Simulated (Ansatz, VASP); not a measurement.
**One calculation of SrTl, two programs**

Contents of INCAR:

```
ALGO     = Normal         # electronic algorithm
EDIFF    = 1E-8           # SCF threshold, eV
ENCUT    = 520            # plane-wave cutoff, eV
ISIF     = 2              # what is computed and relaxed
ISMEAR   = -5             # smearing method
LASPH    = T              # aspherical terms in the spheres
LCHARG   = F              # write CHGCAR
LEFG     = T            
LREAL    = F              # projectors in reciprocal space
LWAVE    = F              # write WAVECAR
NBANDS   = 18             # bands
NELM     = 60             # most SCF steps
PREC     = Accurate       # precision mode
SIGMA    = 0.1            # smearing width, eV
```

Contents of KPOINTS:

```
k-points
0
Gamma
  9 9 9
```

Contents of POSCAR:

```
SrTl
1.0
    4.0628529900      0.0000000000      0.0000000000
    0.0000000000      4.0628529900      0.0000000000
    0.0000000000      0.0000000000      4.0628529900
Sr Tl
1 1
Direct
    0.0000000000      0.0000000000      0.0000000000
    0.5000000000      0.5000000000      0.5000000000
```

Input for Ansatz:

```yaml
crystal:
  lattice:
    - [4.06285299, 0.0, 0.0]
    - [0.0, 4.06285299, 0.0]
    - [0.0, 0.0, 4.06285299]
  atoms:
    - { symbol: Sr, position: [0.0, 0.0, 0.0] }
    - { symbol: Tl, position: [0.5, 0.5, 0.5] }
kpoints:
  mp_grid: { grid: [9, 9, 9] }
scf:
  occupations: { method: tetrahedron }
  mixing: { algorithm: anderson, beta: 0.3 }
hamiltonian:
  xc: lda
  pseudopotentials: { kind: all_electron, datasets: crystal }
output:
  forces: true
  stress: true
  eigenvalues: true
  efg: { contact_densities: true }
```

The cell comes from a database or a generator and needn't be the stable form of this composition.

Alike in both runs: task electric field gradients; functional LDA; k mesh 9 × 9 × 9; occupations tetrahedron; no spin polarisation.

|  | VASP | Ansatz |
| --- | --- | --- |
| version | VASP 6.6.1 | Ansatz 0.2.0 |
| potentials or method | VASP PAW LDA potentials, release 64 (Sr_sv, Tl_d) | all-electron PAW with datasets made for the crystal, scalar-relativistic |
| plane-wave cutoff (eV) | 520 | see its input |

```tsv
	VASP	Ansatz	Ansatz less VASP
gap on the k mesh at the Fermi level (eV)	none	none	-
pressure (GPa)	-2.3	-2.4	-0.07
```

A gap of «none» marks a metal or a gap that the smearing closes. Ansatz ran all-electron here, so the differences hold the error of VASP's frozen core and of both bases. Ansatz warned: «gradients_without_spin_orbit».

Caveats: tetrahedron occupations give inexact forces and stress in metals. The runs have no spin-orbit coupling, so splittings on Tl are missing.
